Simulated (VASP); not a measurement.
Output of a VASP run:

File OUTCAR:
```
 ion  position               nearest neighbor table
   1  0.250  0.250  0.250-   2 2.86   2 2.86   2 2.86   2 2.86   2 2.86   2 2.86
   2  0.750  0.750  0.750-   1 2.86   1 2.86   1 2.86   1 2.86   1 2.86   1 2.86
  LATTYP: Found a trigonal (rhomboedric) cell.
 ALAT       =     4.9697797850
 COS(alpha) =     0.8386008916
 Subroutine PRICEL returns:
 Original cell was already a primitive cell.
 Subroutine GETGRP returns: Found 12 space group operations
The static configuration has the point symmetry D_3d.
The dynamic configuration has the point symmetry D_3d.
 Subroutine INISYM returns: Found 12 space group operations
 Subroutine IBZKPT returns following result:
 Found    288 irreducible k-points:

 Following reciprocal coordinates:
            Coordinates               Weight
  0.000000  0.000000  0.000000      1.000000
  0.071429 -0.000000 -0.000000      6.000000
  0.142857 -0.000000 -0.000000      6.000000
  0.214286  0.000000 -0.000000      6.000000
  0.285714 -0.000000 -0.000000      6.000000
  0.357143 -0.000000 -0.000000      6.000000
  0.428571  0.000000 -0.000000      6.000000
  0.500000 -0.000000 -0.000000      3.000000
  0.071429  0.071429 -0.000000      6.000000
  0.142857  0.071429  0.000000     12.000000
  0.214286  0.071429 -0.000000     12.000000
  0.285714  0.071429 -0.000000     12.000000
  0.357143  0.071429 -0.000000     12.000000
  0.428571  0.071429 -0.000000     12.000000
  0.500000  0.071429 -0.000000     12.000000
 -0.428571  0.071429  0.000000     12.000000
 -0.357143  0.071429  0.000000     12.000000
 -0.285714  0.071429  0.000000     12.000000
 -0.214286  0.071429  0.000000     12.000000
 -0.142857  0.071429  0.000000     12.000000
 -0.071429  0.071429  0.000000      6.000000
  0.142857  0.142857  0.000000      6.000000
  0.214286  0.142857  0.000000     12.000000
  0.285714  0.142857 -0.000000     12.000000
  0.357143  0.142857 -0.000000     12.000000
  0.428571  0.142857  0.000000     12.000000
  0.500000  0.142857 -0.000000     12.000000
 -0.428571  0.142857  0.000000     12.000000
 -0.357143  0.142857  0.000000     12.000000
 -0.285714  0.142857  0.000000     12.000000
 -0.214286  0.142857  0.000000     12.000000
 -0.142857  0.142857  0.000000      6.000000
  0.214286  0.214286 -0.000000      6.000000
  0.285714  0.214286 -0.000000     12.000000
  0.357143  0.214286 -0.000000     12.000000
  0.428571  0.214286 -0.000000     12.000000
  0.500000  0.214286 -0.000000     12.000000
 -0.428571  0.214286  0.000000     12.000000
 -0.357143  0.214286  0.000000     12.000000
 -0.285714  0.214286  0.000000     12.000000
   k-points           NKPTS =    288   k-points in BZ     NKDIM =    288   number of bands    NBANDS=      7
   number of dos      NEDOS =    301   number of ions     NIONS =      2
   total plane-waves  NPLWV =  32768
   dimension x,y,z NGX =    32 NGY =   32 NGZ =   32
   dimension x,y,z NGXF=    64 NGYF=   64 NGZF=   64
   ions per type =               2
   PREC   = accura    normal or accurate (medium, high low for compatibility)
   ISTART =      0    job   : 0-new  1-cont  2-samecut
   ICHARG =      2    charge: 1-file 2-atom 10-const
   ISPIN  =      1    spin polarized calculation?
   LNONCOLLINEAR =      F non collinear calculations
   LSORBIT =      F    spin-orbit coupling
   INIWAV =      1    electr: 0-lowe 1-rand  2-diag
   ENCUT  =  400.0 eV  29.40 Ry    5.42 a.u.   8.10  8.10  8.10*2*pi/ulx,y,z
   NELM   =    100;   NELMIN=  2; NELMDL= -5     # of ELM steps
   EDIFF  = 0.1E-05   stopping-criterion for ELM
   LREAL  =      F    real-space projection
   NLSPLINE    = F    spline interpolate recip. space projectors
   LMAXMIX     =    2 max onsite mixed and CHGCAR
   VOSKOWN=      0    Vosko Wilk Nusair interpolation
   EDIFFG = -.1E-01   stopping-criterion for IOM
   NSW    =     60    number of steps for IOM
   NBLOCK =      1;   KBLOCK =     60    inner block; outer block
...
```

**OSZICAR**
```
       N       E                     dE             d eps       ncg     rms          rms(c)
DAV:   1    -0.203234283864E+01   -0.20323E+01   -0.20356E+03  4032   0.547E+02
DAV:   2    -0.816287224007E+01   -0.61305E+01   -0.58856E+01  5698   0.442E+01
DAV:   3    -0.823267204901E+01   -0.69800E-01   -0.66917E-01  5593   0.558E+00
DAV:   4    -0.823294747322E+01   -0.27542E-03   -0.27488E-03  5873   0.291E-01
DAV:   5    -0.823294881685E+01   -0.13436E-05   -0.13441E-05  5712   0.153E-02    0.202E+00
DAV:   6    -0.819829280824E+01    0.34656E-01   -0.42817E-03  4998   0.435E-01    0.115E+00
DAV:   7    -0.817500730089E+01    0.23286E-01   -0.10785E-02  4914   0.665E-01    0.207E-01
DAV:   8    -0.817485494429E+01    0.15236E-03   -0.11563E-04  6412   0.857E-02    0.313E-02
DAV:   9    -0.817485270740E+01    0.22369E-05   -0.15801E-06  5418   0.876E-03    0.192E-03
DAV:  10    -0.817485238923E+01    0.31817E-06   -0.54180E-08  3493   0.165E-03
   1 F= -.81748524E+01 E0= -.81749490E+01  d E =-.817485E+01
       N       E                     dE             d eps       ncg     rms          rms(c)
DAV:   1    -0.817495288551E+01   -0.10018E-03   -0.13694E-03  5516   0.224E-01    0.267E-02
DAV:   2    -0.817494501815E+01    0.78674E-05   -0.12188E-05  5124   0.265E-02    0.115E-02
DAV:   3    -0.817494091244E+01    0.41057E-05   -0.36581E-06  5355   0.100E-02    0.370E-03
DAV:   4    -0.817494073271E+01    0.17973E-06   -0.40740E-07  2576   0.377E-03
   2 F= -.81749407E+01 E0= -.81750512E+01  d E =-.883435E-04
```

**OUTCAR**
```
------------------------ aborting loop because EDIFF is reached ----------------------------------------
  FORCE on cell =-STRESS in cart. coord.  units (eV):
  Direction    XX          YY          ZZ          XY          YZ          ZX
  --------------------------------------------------------------------------------------
  Total        0.0161934      0.0161934     -0.0114949      0.0000000      0.0000000      0.0000000
  in kB        0.8027311      0.8027314     -0.5698189      0.0000000      0.0000000      0.0000000
  external PRESSURE =       0.3452145 kB  Pullay stress =       0.0000000 kB
  volume of cell :       32.32
      direct lattice vectors                 reciprocal lattice vectors
     1.411036656  0.814662538  4.686094895     0.354349405  0.204583688  0.071132433
    -1.411036656  0.814662538  4.686094895    -0.354349405  0.204583688  0.071132433
    -0.000000000 -1.629325076  4.686094895     0.000000000 -0.409167376  0.071132433
 POSITION                                       TOTAL-FORCE (eV/Angst)
 -----------------------------------------------------------------------------------
     -0.00000     -0.00000      3.51431        -0.000000     -0.000000      0.002649
     -0.00000     -0.00000     10.54397         0.000000      0.000000     -0.002649
 -----------------------------------------------------------------------------------
    total drift:                                0.000000     -0.000000      0.000000
  FREE ENERGIE OF THE ION-ELECTRON SYSTEM (eV)
  ---------------------------------------------------
  free  energy   TOTEN  =        -8.1749407327 eV

  energy  without entropy=       -8.1752721014  energy(sigma->0) =       -8.17505119

 reached required accuracy - stopping structural energy minimisation
```
(Selected blocks of OUTCAR.)

File POSCAR:
```
Al
1
    1.4117983117     0.8151022802     4.6947997733
   -1.4117983117     0.8151022802     4.6947997733
   -0.0000000000    -1.6302045605     4.6947997733
Al
2
Direct
  0.2499636875   0.2499636875   0.2499636875
  0.7500363125   0.7500363125   0.7500363125
```

Reconstruct the remaining input files.

Several could match; the one computed here: the input of the run itself, PBEsol GGA, plane waves, VASP's PBE PAW potentials (set 64).

File KPOINTS:
```
Automatic mesh
0
Gamma
14 14 14
0 0 0
```

### INCAR
```
NELM = 100
ISIF = 3   ! ions, shape and volume
EDIFF = 1E-6
NSW = 60   ! most ionic steps
EDIFFG = -0.01   ! ionic stop
IBRION = 2
LASPH = .TRUE.
GGA = PS   ! PBEsol
LWAVE = .FALSE.
LCHARG = .FALSE.
SIGMA = 0.1   ! width (eV)
ENCUT = 400
LREAL = .FALSE.   ! projection in real space or not
SYSTEM = Al
ALGO = Normal
PREC = Accurate
ISMEAR = 1
```

POTCAR, in this order: Al (PBE.64 set). Program: vasp_std.

The structure was generated: Al was put into the A7 type (R-3m), which need not be its known phase. This run relaxes it. Symmetry was kept, so distortions that lower it aren't found. The start is the result of an earlier pass.
